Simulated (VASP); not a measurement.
# LaLuN2 (P6_3/mmc) in VASP: single point with HSE06

Aim: the single point of LaLuN2 with HSE06.

All numbers are computed with VASP 6.6.1; they aren't measurements. Logs are shortened: lines on timing, memory, paths and dates and some standing lists are left out, and cuts for length are marked.

## Step 1: The structure

Symmetry: P6_3/mmc, No. 194, hexagonal system. The conventional cell has a = 3.489 Å, b = 3.489 Å, c = 11.849 Å, α = 90.00°, β = 90.00°, γ = 120.00°. La (site symmetry -6m2) is surrounded by 6 N at 2.58 Å. Around Lu (site symmetry -3m) lie 6 N at 2.42 Å. Around N (site symmetry 3m) lie 3 Lu at 2.42 Å and 3 La at 2.58 Å.

The cell was built by a generator and needn't be a form met in nature.

## Step 2: Single point, HSE06

POSCAR

```
LaLuN2
1.0
    3.4887320000      0.0000000000      0.0000000000
   -1.7443660000      3.0213300000      0.0000000000
    0.0000000000      0.0000000000     11.8492500000
La Lu N
2 2 4
Direct
    0.3333330000      0.6666670000      0.2500000000
    0.6666670000      0.3333330000      0.7500000000
    0.0000000000      0.0000000000      0.5000000000
    0.0000000000      0.0000000000      0.0000000000
    0.3333330000      0.6666670000      0.8865930000
    0.6666670000      0.3333330000      0.1134070000
    0.6666670000      0.3333330000      0.3865930000
    0.3333330000      0.6666670000      0.6134070000
```

INCAR.step1

```
SYSTEM = LaLuN2
PREC = Accurate
ENCUT = 520
EDIFF = 1E-5
ISMEAR = 0
SIGMA = 0.02
LREAL = .FALSE.
LASPH = .TRUE.
NELM = 40
ALGO = Normal
ISIF = 2
LWAVE = .TRUE.
LCHARG = .FALSE.
KPAR = 8
GGA = PE
```

INCAR.step2

```
SYSTEM = LaLuN2
PREC = Accurate
ENCUT = 520
EDIFF = 1E-5
ISMEAR = 0
SIGMA = 0.02
LREAL = .FALSE.
LASPH = .TRUE.
NELM = 40
ALGO = Normal
ISIF = 2
LWAVE = .FALSE.
LCHARG = .FALSE.
GGA = PE
LHFCALC = .TRUE.
HFSCREEN = 0.2
PRECFOCK = Fast
KPAR = 8
ISTART = 1
```

KPOINTS

```
Automatic mesh
0
G
  6 6 2
  0 0 0
```

Potentials or basis: VASP PAW PBE potentials, release 64 (La, Lu, N).

On the command line:

```
cat potpaw_PBE.64/La/POTCAR potpaw_PBE.64/Lu/POTCAR potpaw_PBE.64/N/POTCAR > POTCAR
cp INCAR.step1 INCAR
mpirun -np 8 vasp_std > vasp.out
cp INCAR.step2 INCAR
mpirun -np 8 vasp_std > vasp.out
```

OUTCAR:

```text
SYSTEM = LaLuN2
   PREC = Accurate
   ENCUT = 520
   EDIFF = 1E-5
   ISMEAR = 0
   LREAL = .FALSE.
   LASPH = .TRUE.
   NELM = 40
   ISIF = 2
   GGA = PE
   LHFCALC = .TRUE.
   HFSCREEN = 0.2
   PRECFOCK = Fast
   ISTART = 1

 ion  position               nearest neighbor table
   1  0.333  0.667  0.250-   6 2.58   7 2.58   6 2.58   7 2.58   6 2.58   7 2.58   3 3.58   4 3.58
                             3 3.58   4 3.58   3 3.58   4 3.58
   2  0.667  0.333  0.750-   5 2.58   8 2.58   5 2.58   8 2.58   5 2.58   8 2.58   3 3.58   4 3.58
                             3 3.58   4 3.58   3 3.58   4 3.58
   3  0.000  0.000  0.500-   7 2.42   8 2.42   8 2.42   7 2.42   7 2.42   8 2.42   1 3.58   2 3.58
                             1 3.58   2 3.58   1 3.58   2 3.58
   4  0.000  0.000  0.000-   5 2.42   6 2.42   5 2.42   6 2.42   6 2.42   5 2.42   1 3.58   2 3.58
                             1 3.58   2 3.58   1 3.58   2 3.58
   5  0.333  0.667  0.887-   4 2.42   4 2.42   4 2.42   2 2.58   2 2.58   2 2.58
   6  0.667  0.333  0.113-   4 2.42   4 2.42   4 2.42   1 2.58   1 2.58   1 2.58
   7  0.667  0.333  0.387-   3 2.42   3 2.42   3 2.42   1 2.58   1 2.58   1 2.58
   8  0.333  0.667  0.613-   3 2.42   3 2.42   3 2.42   2 2.58   2 2.58   2 2.58

  LATTYP: Found a hexagonal cell.
 ALAT       =     3.4887320000
 C/A-ratio  =     3.3964345785

  Lattice vectors:

 A1 = (   3.4887320000,   0.0000000000,   0.0000000000)
 A2 = (  -1.7443660000,   3.0213300000,   0.0000000000)
 A3 = (   0.0000000000,   0.0000000000,  11.8492500000)

Analysis of symmetry for initial positions (statically):
=====================================================================
 Subroutine PRICEL returns:
 Original cell was already a primitive cell.

 Routine SETGRP: Setting up the symmetry group for a
 hexagonal supercell.

 Subroutine GETGRP returns: Found 24 space group operations
 (whereof 12 operations were pure point group operations)
 out of a pool of 24 trial point group operations.

The static configuration has the point symmetry D_3d.
 The point group associated with its full space group is D_6h.

Analysis of symmetry for dynamics (positions and initial velocities):
=====================================================================
 Subroutine PRICEL returns:
 Original cell was already a primitive cell.

 Routine SETGRP: Setting up the symmetry group for a
 hexagonal supercell.

 Subroutine GETGRP returns: Found 24 space group operations
 (whereof 12 operations were pure point group operations)
 out of a pool of 24 trial point group operations.

The dynamic configuration has the point symmetry D_3d.
 The point group associated with its full space group is D_6h.

 Subroutine INISYM returns: Found 24 space group operations
 (whereof 12 operations are pure point group operations),
 and found     1 'primitive' translations

----------------------------------------------------------------------------------------

                                     Primitive cell

  volume of cell :     124.8983

  direct lattice vectors                    reciprocal lattice vectors
     3.488732000  0.000000000  0.000000000     0.286637093  0.165490033  0.000000000
    -1.744366000  3.021330000  0.000000000     0.000000000  0.330980065  0.000000000
     0.000000000  0.000000000 11.849250000     0.000000000  0.000000000  0.084393527

  length of vectors
     3.488732000  3.488731533 11.849250000     0.330980021  0.330980065  0.084393527

  position of ions in fractional coordinates (direct lattice)
     0.333333000  0.666667000  0.250000000
     0.666667000  0.333333000  0.750000000
     0.000000000  0.000000000  0.500000000
     0.000000000  0.000000000  0.000000000
     0.333333000  0.666667000  0.886593000
     0.666667000  0.333333000  0.113407000
     0.666667000  0.333333000  0.386593000
     0.333333000  0.666667000  0.613407000

  ion indices of the primitive-cell ions
   primitive index   ion index
                 1           1
                 2           2
                 3           3
                 4           4
                 5           5
                 6           6
                 7           7
                 8           8

----------------------------------------------------------------------------------------

 KPOINTS: Automatic mesh

Automatic generation of k-mesh.
 Grid dimensions read from file:
 generate k-points for:    6    6    2

 Generating k-lattice:

  Cartesian coordinates                     Fractional coordinates (reciprocal lattice)
     0.047772849  0.027581672  0.000000000     0.166666667  0.000000000  0.000000000
     0.000000000  0.055163344  0.000000000     0.000000000  0.166666667  0.000000000
     0.000000000  0.000000000  0.042196764     0.000000000  0.000000000  0.500000000

  Length of vectors
     0.055163337  0.055163344  0.042196764

  Shift w.r.t. Gamma in fractional coordinates (k-lattice)
     0.000000000  0.000000000  0.000000000

 Subroutine IBZKPT returns following result:
 ===========================================

 Found     14 irreducible k-points:

 Following reciprocal coordinates:
            Coordinates               Weight
  0.000000  0.000000  0.000000      1.000000
  0.166667  0.000000  0.000000      6.000000
  0.333333  0.000000  0.000000      6.000000
  0.500000  0.000000  0.000000      3.000000
  0.166667  0.166667  0.000000      6.000000
  0.333333  0.166667  0.000000     12.000000
  0.333333  0.333333  0.000000      2.000000
  0.000000  0.000000  0.500000      1.000000
  0.166667  0.000000  0.500000      6.000000
  0.333333  0.000000  0.500000      6.000000
  0.500000  0.000000  0.500000      3.000000
  0.166667  0.166667  0.500000      6.000000
  0.333333  0.166667  0.500000     12.000000
  0.333333  0.333333  0.500000      2.000000
   k-points           NKPTS =     14   k-points in BZ     NKDIM =     72   number of bands    NBANDS=     55
   number of dos      NEDOS =    301   number of ions     NIONS =      8
   total plane-waves  NPLWV =  70560
   dimension x,y,z NGX =    28 NGY =   28 NGZ =   90
   dimension x,y,z NGXF=    56 NGYF=   56 NGZF=  180
   ions per type =               2   2   4
   NGX,Y,Z   is equivalent  to a cutoff of  13.34, 13.34, 12.63 a.u.
   NGXF,Y,Z  is equivalent  to a cutoff of  26.69, 26.69, 25.25 a.u.
 SYSTEM =  LaLuN2
   PREC   = accura    normal or accurate (medium, high low for compatibility)
   ISTART =      1    job   : 0-new  1-cont  2-samecut
   ICHARG =      0    charge: 1-file 2-atom 10-const
   ISPIN  =      1    spin polarized calculation?
   LNONCOLLINEAR =      F non collinear calculations
   LSORBIT =      F    spin-orbit coupling
   LASPH  =      T    aspherical Exc in radial PAW
   ENCUT  =  520.0 eV  38.22 Ry    6.18 a.u.   6.49  6.49 22.03*2*pi/ulx,y,z
   NELM   =     40;   NELMIN=  2; NELMDL=  0     # of ELM steps
   EDIFF  = 0.1E-04   stopping-criterion for ELM
   LREAL  =      F    real-space projection
   EDIFFG = 0.1E-03   stopping-criterion for IOM
   NSW    =      0    number of steps for IOM
   IBRION =     -1    ionic relax: 0-MD 1-quasi-New 2-CG
   NFREE  =      0    steps in history (QN), initial steepest desc. (CG)
   ISIF   =      2    stress and relaxation
   ISYM   =      3    0-nonsym 1-usesym 2-fastsym
   POTIM  = 0.5000    time-step for ionic-motion
   TEBEG  =    0.0;   TEEND  =   0.0 temperature during run
   PSTRESS=    0.0 pullay stress
   NELECT =      92.0000    total number of electrons
   NUPDOWN=      -1.0000    fix difference up-down
   EMIN   =  10.00;   EMAX   =-10.00  energy-range for DOS
   EFERMI =   0.00;   METHOD = LEGACY
   ISMEAR =     0;   SIGMA  =   0.02  broadening in eV -4-tet -1-fermi 0-gaus
   EFERMI_NEDOS =   21; number of points for ismear=-14 and -15
   IALGO  =     38    algorithm
   IMIX   =      1    mixing-type and parameters
     AMIX     =   0.40;   BMIX     =  1.00
     AMIX_MAG =   1.60;   BMIX_MAG =  1.00
  volume/ion in A,a.u.               =      15.61       105.36
  Fermi-wavevector in a.u.,A,eV,Ry     =   1.478491  2.793942 29.741443  2.185934
  Thomas-Fermi vector in A             =   2.592765
   LORBIT       =      0    0 simple, 1 ext, 2 COOP (PROOUT), +10 PAW based schemes
   GGA     = PE    functional components
   LHFCALC =     T    Hartree Fock is set to
   PRECFOCK=fast      Normal, Fast or Accurate (Low or Medium for compatibility)
   ENCUT4O =  -1.0   cutoff for four orbital integrals eV
   NKREDX  =     1    reduce k-point grid by
   NKREDY  =     1    reduce k-point grid by
   NKREDZ  =     1    reduce k-point grid by
   AEXX    =    0.2500 exact exchange contribution
   HFSCREEN=    0.2000 screening length (either q_TF or 0.3 A-1)
   HFSCREENC=   0.2000 screening length for correlation (either q_TF or 0.3 A-1)
   ENCUTFOCK=  -1.0 apply spherical cutoff to Coloumb kernel
   IVDW    =     0    specifies the selected vdW correction
   LEPSILON=     F    determine dielectric tensor
   LRPA    =     F    only Hartree local field effects (RPA)
 non-spin polarized calculation
 Gauss-broadening in eV      SIGMA  =   0.02
  energy-cutoff  :      520.00
  volume of cell :      124.90
 maximum number of plane-waves:      3392
 NGX is ok and might be reduce to    28
  NGX = 14; NGY = 14; NGZ = 48

 number of electron      91.9999982 magnetization

 Free energy of the ion-electron system (eV)
  ---------------------------------------------------
  ext. energy  EPLUGINS =         0.00000000
  ---------------------------------------------------
  free energy    TOTEN  =       -73.82081126 eV

  energy without entropy =      -73.82081126  energy(sigma->0) =      -73.82081126

 E-fermi :   6.1452     XC(G=0):  -9.4822

 val. band max:        5.9944442254   @ k =   0.0000   0.0000   0.0000
 cond. band min:       7.1094707380   @ k =   0.5000   0.0000   0.0000
 fundamental gap:      1.1150265126
 Fermi energy:         6.1451737618

 k-point     1 :       0.0000    0.0000    0.0000
  band No.  band energies     occupation
      1     -51.2504      2.00000
      2     -51.2501      2.00000
      3     -27.9073      2.00000
      4     -27.9033      2.00000
      5     -20.8432      2.00000
      6     -20.8121      2.00000
[... 47 lines left out ...]
     54      10.9610      0.00000
     55      11.4381      0.00000

 k-point     2 :       0.1667    0.0000    0.0000
  band No.  band energies     occupation
      1     -51.2449      2.00000
      2     -51.2447      2.00000
      3     -27.8199      2.00000
      4     -27.8169      2.00000
      5     -20.8081      2.00000
      6     -20.7853      2.00000
[... 47 lines left out ...]
     54      11.2624      0.00000
     55      11.3271      0.00000

 k-point     3 :       0.3333    0.0000    0.0000
  band No.  band energies     occupation
      1     -51.2339      2.00000
      2     -51.2337      2.00000
      3     -27.6378      2.00000
      4     -27.6367      2.00000
      5     -20.8300      2.00000
      6     -20.8262      2.00000
[... 572 lines left out ...]
 k-point    13 :       0.3333    0.1667    0.5000
  band No.  band energies     occupation
      1     -51.2285      2.00000
      2     -51.2283      2.00000
      3     -27.5432      2.00000
      4     -27.5432      2.00000
      5     -20.8823      2.00000
      6     -20.8821      2.00000
[... 47 lines left out ...]
     54      11.8921      0.00000
     55      12.1661      0.00000

 k-point    14 :       0.3333    0.3333    0.5000
  band No.  band energies     occupation
      1     -51.2257      2.00000
      2     -51.2255      2.00000
      3     -27.4956      2.00000
      4     -27.4956      2.00000
      5     -20.7891      2.00000
      6     -20.7891      2.00000
[... 47 lines left out ...]
     54      11.3709      0.00000
     55      12.2324      0.00000

------------------------ aborting loop because EDIFF is reached ----------------------------------------

  FORCE on cell =-STRESS in cart. coord.  units (eV):
  Direction    XX          YY          ZZ          XY          YZ          ZX
  --------------------------------------------------------------------------------------
  -------------------------------------------------------------------------------------
  Total       -0.7704109     -0.7704106     -1.2342739      0.0000000     -0.0000000      0.0000000
  in kB       -9.8827174     -9.8827139    -15.8330834      0.0000000     -0.0000000      0.0000000
  external PRESSURE =     -11.8661716 kB  Pullay stress =       0.0000000 kB

 VOLUME and BASIS-vectors are now :
 -----------------------------------------------------------------------------
  energy-cutoff  :      520.00
  volume of cell :      124.90
      direct lattice vectors                 reciprocal lattice vectors
     3.488732000  0.000000000  0.000000000     0.286637093  0.165490033  0.000000000
    -1.744366000  3.021330000  0.000000000     0.000000000  0.330980065  0.000000000
     0.000000000  0.000000000 11.849250000     0.000000000  0.000000000  0.084393527

 POSITION                                       TOTAL-FORCE (eV/Angst)
 -----------------------------------------------------------------------------------
     -0.00000      2.01422      2.96231        -0.000000     -0.000000      0.000000
      1.74437      1.00711      8.88694         0.000000      0.000000      0.000000
      0.00000      0.00000      5.92462         0.000000      0.000000      0.000000
      0.00000      0.00000      0.00000         0.000000      0.000000      0.000000
     -0.00000      2.01422     10.50546         0.000000     -0.000000     -0.195825
      1.74437      1.00711      1.34379        -0.000000      0.000000      0.195825
      1.74437      1.00711      4.58084        -0.000000      0.000000     -0.195825
     -0.00000      2.01422      7.26841         0.000000      0.000000      0.195825
 -----------------------------------------------------------------------------------
    total drift:                                0.000008     -0.000005     -0.000197

  FREE ENERGIE OF THE ION-ELECTRON SYSTEM (eV)
  ---------------------------------------------------
  free  energy   TOTEN  =       -73.8208112646 eV

  energy  without entropy=      -73.8208112646  energy(sigma->0) =      -73.82081126
```

It took 33 min on 8 MPI ranks of Intel Xeon 6975P-C (Granite Rapids), shared host; peak memory 0.47 GiB.

Results:

- Free energy: -73.8208 eV
- Pressure: -1.2 GPa
- Largest force: 0.196 eV/Å
- Band gap on the k mesh: 1.12 eV, indirect (least direct gap 1.68 eV)

Forces in eV/Å, atoms in the order of the input:
```
La   0.000  0.000  0.000
La   0.000  0.000  0.000
Lu   0.000  0.000  0.000
Lu   0.000  0.000  0.000
N    0.000  0.000 -0.196
N    0.000  0.000  0.196
N    0.000  0.000 -0.196
N    0.000  0.000  0.196
```

Levels at points of the mesh, in eV from the valence-band top:
```tsv
k point	band 42	band 43	band 44	band 45	band 46	band 47	band 48	band 49	band 50	band 51
(0.00, 0.00, 0.00)	-1.17	-1.17	-0.86	-0.86	0.00	2.68	3.11	3.32	4.12	4.12
(0.50, 0.00, 0.00)	-2.19	-1.84	-1.70	-0.69	-0.57	1.12	2.98	3.18	4.92	5.37
(0.00, 0.00, 0.50)	-1.01	-1.01	-1.01	-0.99	-0.99	2.96	2.96	3.66	3.66	4.55
(0.50, 0.00, 0.50)	-2.27	-1.30	-1.30	-1.03	-1.03	1.80	1.80	4.26	4.26	5.76
```

Caveat: the PAW data sets were made with another functional, which shifts forces and pressure a little; spin-orbit coupling is left out, which moves the levels of the heavy elements.
